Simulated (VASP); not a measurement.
Level of theory: LDA (Ceperley-Alder, Perdew-Zunger), VASP's LDA PAW potentials (set 64) (plane waves; VASP).

A VASP calculation is set up with these files.

**KPOINTS**
```
Automatic mesh
0
Gamma
13 13 13
0 0 0
```

INCAR:
```
SYSTEM = C
PREC = Accurate; ENCUT = 620; LREAL = .FALSE.
LASPH = .TRUE.
EDIFF = 1E-6; NELM = 100; ALGO = Normal
ISMEAR = 0; SIGMA = 0.05
IBRION = 2; NSW = 40; ISIF = 3
EDIFFG = -0.02; PSTRESS = 300
LWAVE = .FALSE.; LCHARG = .FALSE.
```

### POSCAR
```
C
1.0
  0.0000000000   1.7435550399   1.7435550399
  1.7435550399   0.0000000000   1.7435550399
  1.7435550399   1.7435550399   0.0000000000
C
2
Direct
  0.0000000000   0.0000000000   0.0000000000
  0.2500000000   0.2500000000   0.2500000000
```

POTCAR, in this order: C (LDA.64 set). Program: vasp_std.

Problem. Estimate the energy per atom (σ→0), volume per atom.

Solution. 
```
Item                             Value
---------------------  ---------------
energy per atom (σ→0)  -10.098 eV/atom
volume per atom           5.21 Å³/atom
```

OSZICAR:
```
...
       N       E                     dE             d eps       ncg     rms          rms(c)
DAV:   1    -0.202009303405E+02   -0.80571E-01   -0.27805E-01  1456   0.549E+00    0.485E-01
DAV:   2    -0.201977130310E+02    0.32173E-02   -0.28740E-03  1416   0.532E-01    0.254E-01
DAV:   3    -0.201964778808E+02    0.12352E-02   -0.27057E-03  1424   0.411E-01    0.340E-02
DAV:   4    -0.201964714729E+02    0.64078E-05   -0.69144E-06  1360   0.366E-02    0.250E-02
DAV:   5    -0.201964652668E+02    0.62061E-05   -0.10081E-06  1352   0.143E-02    0.185E-03
DAV:   6    -0.201964652695E+02   -0.27300E-08   -0.10433E-08   680   0.130E-03
   3 F= -.18246858E+02 E0= -.18246858E+02  d E =-.604999E-02
```

The compound is C in the diamond structure. This run relaxes it under an external pressure of 30 GPa. Symmetry was kept, so distortions that lower it aren't found.
